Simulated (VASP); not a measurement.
# BAs(110): relaxation, ionisation energy and affinity

Aim: ionisation energy and electron affinity of BAs(110), from a slab and a bulk run lined up through core potentials.

Method: PBE; plane waves and PAW (B, As), in VASP 6.6.1.

**What experiment says.**

“Thermal expansion coefficients of high thermal conducting BAs and BP materials” (2019, arxiv:1906.04101) reports for BAs, zinc blende, by single-crystal XRD (Mo K-alpha) (CVT-grown single crystal, 100 K): lattice constant a (cubic a at 100 K) 4.7741 ± 0.0015 Å.

## 1. Set-up

Symmetry: F-43m, No. 216, cubic system. The conventional cell has a = 4.780 Å, b = 4.780 Å, c = 4.780 Å, α = 90.00°, β = 90.00°, γ = 90.00°. Nearest to B lie 4 As at 2.07 Å. Nearest to As lie 4 B at 2.07 Å. Farther neighbours are not listed.

## 2. Relaxing the bulk crystal

The later steps need the crystal at this functional's own lattice; a raised cutoff keeps the stress reliable while the cell changes.

Input file INCAR:

```
SYSTEM = BAs
PREC = Accurate
ENCUT = 420
EDIFF = 1E-06
NELM = 120
ISMEAR = 0
SIGMA = 0.03
LREAL = .FALSE.
ALGO = Normal
GGA = PE
NBANDS = 10
LORBIT = 11
LWAVE = .FALSE.
LCHARG = .FALSE.
KPAR = 4
IBRION = 2
NSW = 40
ISIF = 3
EDIFFG = -0.02
POTIM = 0.4
```

Input file POSCAR:

```
BAs
1.0
    0.0000000000      2.3900000000      2.3900000000
    2.3900000000      0.0000000000      2.3900000000
    2.3900000000      2.3900000000      0.0000000000
B As
1 1
Direct
    0.0000000000      0.0000000000      0.0000000000
    0.2500000000      0.2500000000      0.2500000000
```

Input file KPOINTS:

```
Automatic mesh
0
Gamma
7 7 7
0 0 0
```

Potentials, in the order of the species: B and As (PBE family, release 64).

Started as:

```sh
mpirun -np 4 vasp_std
```

The log of the run:

```text
[banner, memory and clock lines left out]
running    4 mpi-ranks, on    1 nodes
 distrk:  each k-point on    1 cores,    4 groups
 distr:  one band on    1 cores,    1 groups

 POSCAR found type information on POSCAR B As
 POSCAR found :  2 types and       2 ions
 LDA part: xc-table for (Slater+PW92), standard interpolation
 POSCAR, INCAR and KPOINTS ok, starting setup
 FFT: planning ... GRIDC
 FFT: planning ... GRID_SOFT
 FFT: planning ... GRID
 WAVECAR not read
 entering main loop
       N       E                     dE             d eps       ncg     rms          rms(c)
DAV:   1     0.923818329706E+01    0.92382E+01   -0.32977E+03   400   0.596E+02
DAV:   2    -0.114441910455E+02   -0.20682E+02   -0.19883E+02   566   0.977E+01
DAV:   3    -0.120363607840E+02   -0.59217E+00   -0.59077E+00   462   0.157E+01
DAV:   4    -0.120379209277E+02   -0.15601E-02   -0.15601E-02   504   0.940E-01
DAV:   5    -0.120379226465E+02   -0.17188E-05   -0.17187E-05   484   0.305E-02    0.492E+00
DAV:   6    -0.114626490360E+02    0.57527E+00   -0.16465E+00   428   0.558E+00    0.240E+00
DAV:   7    -0.114037246590E+02    0.58924E-01   -0.19417E-01   464   0.231E+00    0.978E-01
DAV:   8    -0.113969612250E+02    0.67634E-02   -0.21010E-02   432   0.862E-01    0.999E-02
DAV:   9    -0.113972632453E+02   -0.30202E-03   -0.72395E-04   448   0.169E-01    0.588E-02
DAV:  10    -0.113974309568E+02   -0.16771E-03   -0.22162E-04   442   0.958E-02    0.136E-02
DAV:  11    -0.113974364949E+02   -0.55381E-05   -0.60118E-06   482   0.174E-02    0.114E-02
DAV:  12    -0.113974364112E+02    0.83659E-07   -0.28704E-06   446   0.974E-03
   1 F= -.11397436E+02 E0= -.11397436E+02  d E =-.113974E+02
 curvature:   0.00 expect dE= 0.000E+00 dE for cont linesearch  0.000E+00
 trial: gam= 0.00000 g(F)=  0.659E-46 g(S)=  0.173E-01 ort = 0.000E+00 (trialstep = 0.100E+01)
 search vector abs. value=  0.173E-01
 bond charge predicted
       N       E                     dE             d eps       ncg     rms          rms(c)
DAV:   1    -0.114120599392E+02   -0.14623E-01   -0.27047E-01   444   0.321E+00    0.504E-01
DAV:   2    -0.114052355164E+02    0.68244E-02   -0.12114E-02   424   0.574E-01    0.253E-01
DAV:   3    -0.114030849619E+02    0.21506E-02   -0.41522E-03   440   0.306E-01    0.778E-02
DAV:   4    -0.114029121581E+02    0.17280E-03   -0.26532E-04   458   0.912E-02    0.474E-02
DAV:   5    -0.114029027635E+02    0.93946E-05   -0.19255E-05   456   0.253E-02    0.235E-02
DAV:   6    -0.114029029673E+02   -0.20385E-06   -0.14615E-06   400   0.684E-03
   2 F= -.11402903E+02 E0= -.11402903E+02  d E =-.546656E-02
 trial-energy change:   -0.005467  1 .order   -0.005641   -0.017292    0.006010
 step:   0.7333(harm=  0.7421)  dis= 0.00000  next Energy=   -11.403708 (dE=-0.627E-02)
 bond charge predicted
       N       E                     dE             d eps       ncg     rms          rms(c)
DAV:   1    -0.114043388928E+02   -0.14361E-02   -0.19358E-02   442   0.866E-01    0.136E-01
DAV:   2    -0.114038604228E+02    0.47847E-03   -0.83359E-04   418   0.151E-01    0.685E-02
DAV:   3    -0.114037118897E+02    0.14853E-03   -0.30089E-04   436   0.820E-02    0.218E-02
DAV:   4    -0.114037020712E+02    0.98186E-05   -0.18016E-05   452   0.239E-02    0.133E-02
DAV:   5    -0.114037018584E+02    0.21275E-06   -0.14114E-06   258   0.694E-03
   3 F= -.11403702E+02 E0= -.11403702E+02  d E =-.626545E-02
 curvature:  -0.37 expect dE=-0.146E-06 dE for cont linesearch -0.146E-06
 trial: gam=-0.00475 g(F)=  0.156E-46 g(S)=  0.394E-06 ort = 0.826E-04 (trialstep = 0.947E+00)
 search vector abs. value=  0.109E-09
 reached required accuracy - stopping structural energy minimisation
```

Wall time 4 s (4 MPI ranks of AMD EPYC 9R14 (Zen 4), shared host); peak memory 0.44 GiB; 13 s of CPU time.

Lines that name or quote the potential files are left out of all logs, and their timing lines are given in words.

Parts of OUTCAR (step 2):

```text
ion  position               nearest neighbor table
   1  0.000  0.000  0.000-   2 2.07   2 2.07   2 2.07   2 2.07
   2  0.250  0.250  0.250-   1 2.07   1 2.07   1 2.07   1 2.07

  LATTYP: Found a face centered cubic cell.
 ALAT       =     4.7800000000

 Subroutine GETGRP returns: Found 24 space group operations
 (whereof 24 operations were pure point group operations)

The static configuration has the point symmetry T_d .

 Found     20 irreducible k-points:

   k-points           NKPTS =     20   k-points in BZ     NKDIM =     20   number of bands    NBANDS=     10

   dimension x,y,z NGX =    24 NGY =   24 NGZ =   24
   dimension x,y,z NGXF=    48 NGYF=   48 NGZF=   48

   ENCUT  =  420.0 eV  30.87 Ry    5.56 a.u.   5.65  5.65  5.65*2*pi/ulx,y,z

   NELECT =       8.0000    total number of electrons

 k-points in reciprocal lattice and weights: Automatic mesh
   0.00000000  0.00000000  0.00000000       0.003
   0.14285714  0.00000000  0.00000000       0.023
   0.28571429  0.00000000  0.00000000       0.023
   0.42857143  0.00000000  0.00000000       0.023
   0.14285714  0.14285714  0.00000000       0.017
   0.28571429  0.14285714  0.00000000       0.070
   0.42857143  0.14285714  0.00000000       0.070
  -0.42857143  0.14285714  0.00000000       0.070
  -0.28571429  0.14285714  0.00000000       0.070
[...]
-0.42857143  0.42857143  0.14285714       0.070
  -0.28571429  0.42857143  0.14285714       0.070

 average (electrostatic) potential at core
       1 -27.0935       2 -49.0193

 E-fermi :   6.0397

 k-point     1 :       0.0000    0.0000    0.0000
  band No.  band energies     occupation
      1      -9.3211      2.00000
      2       5.8579      2.00000
      3       5.8579      2.00000
      4       5.8579      2.00000
      5       9.0967      0.00000
      6       9.0967      0.00000
      7       9.0967      0.00000
      8      10.2267      0.00000
      9      15.3194      0.00000
    ...

 k-point     2 :       0.1429    0.0000    0.0000
  band No.  band energies     occupation
      1      -8.9950      2.00000
      2       3.4992      2.00000
      3       5.3305      2.00000
      4       5.3305      2.00000
      5       9.1044      0.00000
      6       9.7899      0.00000
      7       9.7899      0.00000
      8      11.8804      0.00000
      9      16.4563      0.00000
    ...

 k-point     3 :       0.2857    0.0000    0.0000
  band No.  band energies     occupation
      1      -8.0607      2.00000
      2       0.2078      2.00000
      3       4.5675      2.00000
      4       4.5675      2.00000
      5       8.6906      0.00000
      6      10.5646      0.00000
      7      10.5646      0.00000
      8      14.0146      0.00000
      9      17.0352      0.00000
    ...

  Total        0.0026095      0.0026095      0.0026095     -0.0000000      0.0000000     -0.0000000
  in kB        0.1496281      0.1496281      0.1496281     -0.0000000      0.0000000     -0.0000000
  external PRESSURE =       0.1496281 kB  Pullay stress =       0.0000000 kB

  energy-cutoff  :      420.00
  volume of cell :       27.94
      direct lattice vectors                 reciprocal lattice vectors
     0.000000000  2.408483504  2.408483504    -0.207599512  0.207599512  0.207599512
     2.408483504  0.000000000  2.408483504     0.207599512 -0.207599512  0.207599512
     2.408483504  2.408483504  0.000000000     0.207599512  0.207599512 -0.207599512

 POSITION                                       TOTAL-FORCE (eV/Angst)
 -----------------------------------------------------------------------------------
      0.00000      0.00000      0.00000        -0.000000     -0.000000     -0.000000
      1.20424      1.20424      1.20424         0.000000      0.000000      0.000000
 -----------------------------------------------------------------------------------
    total drift:                                0.000000      0.000000      0.000000

  FREE ENERGIE OF THE ION-ELECTRON SYSTEM (eV)
  ---------------------------------------------------
  free  energy   TOTEN  =       -11.4037018584 eV

  energy  without entropy=      -11.4037018584  energy(sigma->0) =      -11.40370186

 reached required accuracy - stopping structural energy minimisation

 total charge
# of ion       s       p       d       tot
------------------------------------------
    1        0.656   1.154   0.000   1.809
    2        1.173   1.644   0.084   2.900
--------------------------------------------------
tot          1.829   2.797   0.084   4.709

[... 3 further parts left out ...]
```

CONTCAR:

```
BAs
   1.00000000000000
     0.0000000000000000    2.4084835040021408    2.4084835040021408
     2.4084835040021408    0.0000000000000000    2.4084835040021408
     2.4084835040021408    2.4084835040021408    0.0000000000000000
  B               As
     1     1
Direct
     0.0000000000000000    0.0000000000000000    0.0000000000000000
     0.2500000000000000    0.2500000000000000    0.2500000000000000
```

The run keeps the 24 symmetry operations of its start, so it cannot find a distortion of lower symmetry.

The steps of the relaxation:

| step | energy less that of the first step (eV) | largest force (eV/Å) | pressure (GPa) | volume (Å³) |
| --- | --- | --- | --- | --- |
| 1 | 0.0000 | 0.0000 | 3.21 | 27.30 |
| 2 | -0.0055 | 0.0000 | -1.08 | 28.18 |
| 3 | -0.0063 | 0.0000 | 0.01 | 27.94 |

| conventional cell, symmetrised | before | after | change |
| --- | --- | --- | --- |
| a (Å) | 4.780 | 4.817 | +0.8 % |
| b (Å) | 4.780 | 4.817 | +0.8 % |
| c (Å) | 4.780 | 4.817 | +0.8 % |
| volume (Å³/atom) | 13.65 | 13.97 | +2.3 % |

Final coordinates:

```xyz
2
Lattice="0.0000 2.4085 2.4085 2.4085 0.0000 2.4085 2.4085 2.4085 0.0000" Properties=species:S:1:pos:R:3 pbc="T T T"
B     0.0000    0.0000    0.0000
As    1.2042    1.2042    1.2042
```

Numbers from this step:

| Property | Result |
| --- | --- |
| electronic cycles | 23 |
| electrons | 8 |
| free energy (TOTEN) | -11.40 eV |
| Fermi energy | 6.040 eV |

The run ended after 3 ionic steps, 0.006 eV below its first step, once forces and stress met EDIFFG = -0.02.

## 3. Band edges of the bulk

A static bulk run at the slab's cutoff gives the band edges and the core potentials that tie them to the slab.

Input file INCAR:

```
SYSTEM = BAs
PREC = Normal
ENCUT = 360
EDIFF = 1E-06
NELM = 120
ISMEAR = 0
SIGMA = 0.03
LREAL = .FALSE.
ALGO = Normal
GGA = PE
NBANDS = 10
LORBIT = 11
LWAVE = .FALSE.
LCHARG = .FALSE.
KPAR = 4
```

Input file POSCAR:

```
BAs
1.0
    0.0000000000      2.4084835040      2.4084835040
    2.4084835040      0.0000000000      2.4084835040
    2.4084835040      2.4084835040      0.0000000000
B As
1 1
Direct
    0.0000000000      0.0000000000      0.0000000000
    0.2500000000      0.2500000000      0.2500000000
```

Input file KPOINTS:

```
Automatic mesh
0
Gamma
16 16 16
0 0 0
```

Started as:

```sh
mpirun -np 4 vasp_std
```

The log of the run:

```text
[... set-up lines as in an earlier step ...]
 entering main loop
       N       E                     dE             d eps       ncg     rms          rms(c)
DAV:   1     0.699967772193E+01    0.69997E+01   -0.30733E+03  2924   0.525E+02
DAV:   2    -0.115306822017E+02   -0.18530E+02   -0.17762E+02  3940   0.894E+01
DAV:   3    -0.120024111022E+02   -0.47173E+00   -0.47082E+00  3430   0.139E+01
DAV:   4    -0.120036186832E+02   -0.12076E-02   -0.12075E-02  3596   0.797E-01
DAV:   5    -0.120036205557E+02   -0.18725E-05   -0.18722E-05  3446   0.296E-02    0.477E+00
DAV:   6    -0.114691839738E+02    0.53444E+00   -0.15663E+00  3124   0.532E+00    0.233E+00
DAV:   7    -0.114159052707E+02    0.53279E-01   -0.17509E-01  3544   0.218E+00    0.961E-01
DAV:   8    -0.114095054577E+02    0.63998E-02   -0.20158E-02  3214   0.828E-01    0.979E-02
DAV:   9    -0.114097990421E+02   -0.29358E-03   -0.70465E-04  3338   0.164E-01    0.570E-02
DAV:  10    -0.114099671769E+02   -0.16813E-03   -0.22177E-04  3198   0.947E-02    0.134E-02
DAV:  11    -0.114099730978E+02   -0.59209E-05   -0.65613E-06  3688   0.179E-02    0.112E-02
DAV:  12    -0.114099730638E+02    0.34036E-07   -0.29310E-06  3214   0.977E-03
   1 F= -.11409973E+02 E0= -.11409973E+02  d E =-.290540E-15
```

Run time: 3.8 s. Hardware: 4 MPI ranks; peak memory 0.41 GiB; 12 s of CPU time.

From OUTCAR (step 3):

```text
  LATTYP: Found a face centered cubic cell.
 ALAT       =     4.8169670080

The static configuration has the point symmetry T_d .

 Found    145 irreducible k-points:

   k-points           NKPTS =    145   k-points in BZ     NKDIM =    145   number of bands    NBANDS=     10

   dimension x,y,z NGX =    16 NGY =   16 NGZ =   16
   dimension x,y,z NGXF=    32 NGYF=   32 NGZF=   32

   ENCUT  =  360.0 eV  26.46 Ry    5.14 a.u.   5.27  5.27  5.27*2*pi/ulx,y,z

   NELECT =       8.0000    total number of electrons

 E-fermi :   6.0047

 k-point     1 :       0.0000    0.0000    0.0000
  band No.  band energies     occupation
      1      -9.3227      2.00000
      2       5.8562      2.00000
      3       5.8563      2.00000
      4       5.8563      2.00000
      5       9.0956      0.00000
      6       9.0956      0.00000
      7       9.0956      0.00000
      8      10.2238      0.00000
      9      15.3167      0.00000
    ...

 k-point     2 :       0.0625    0.0000    0.0000
  band No.  band energies     occupation
      1      -9.2599      2.00000
      2       5.2245      2.00000
      3       5.7307      2.00000
      4       5.7307      2.00000
      5       9.1948      0.00000
      6       9.2601      0.00000
      7       9.2602      0.00000
      8      10.6120      0.00000
      9      15.5755      0.00000
    ...

  Total       -0.0177753     -0.0177753     -0.0177753      0.0000000      0.0000000      0.0000000
  in kB       -1.0192138     -1.0192138     -1.0192138      0.0000000      0.0000000      0.0000000
  external PRESSURE =      -1.0192138 kB  Pullay stress =       0.0000000 kB

  energy-cutoff  :      360.00
  volume of cell :       27.94
      direct lattice vectors                 reciprocal lattice vectors
     0.000000000  2.408483504  2.408483504    -0.207599512  0.207599512  0.207599512
     2.408483504  0.000000000  2.408483504     0.207599512 -0.207599512  0.207599512
     2.408483504  2.408483504  0.000000000     0.207599512  0.207599512 -0.207599512

 POSITION                                       TOTAL-FORCE (eV/Angst)
 -----------------------------------------------------------------------------------
      0.00000      0.00000      0.00000         0.000000     -0.000000     -0.000000
      1.20424      1.20424      1.20424        -0.000000      0.000000      0.000000
 -----------------------------------------------------------------------------------
    total drift:                                0.000000      0.000000     -0.000000

  FREE ENERGIE OF THE ION-ELECTRON SYSTEM (eV)
  ---------------------------------------------------
  free  energy   TOTEN  =       -11.4099730638 eV

  energy  without entropy=      -11.4099730638  energy(sigma->0) =      -11.40997306

 total charge
# of ion       s       p       d       tot
------------------------------------------
    1        0.658   1.154   0.000   1.812
    2        1.174   1.642   0.084   2.899
--------------------------------------------------
tot          1.832   2.796   0.084   4.711

[... 1 part as in an earlier step ...]

[... 7 further parts left out ...]
```

The gap is read on the k-mesh alone, so it is an upper bound where the band edges lie off the mesh.

This step gave:

| Item | Value |
| --- | --- |
| electronic cycles | 12 |
| free energy (TOTEN) | -11.41 eV |
| Fermi energy | 6.005 eV |
| metallic | no |
| gap on the k-mesh | 1.208 eV |
| least direct gap on the k-mesh | 3.239 eV |

(Part 1 of 3 ends here.)

[Lines on the potential files, build, host, timing and source positions are cut from VASP's logs without a mark.]

[Logs are printed without paths, hosts, clocks, repeated set-up lines and the standing remarks that a program may print on its own settings, such as how far it seeks lower states.]

[Hosts, paths, dates, database ids (printed as entryN), source tags and the programs' standing remarks are cut or masked in the printed files.]

[Runs that stopped without an error message from VASP are left out.]
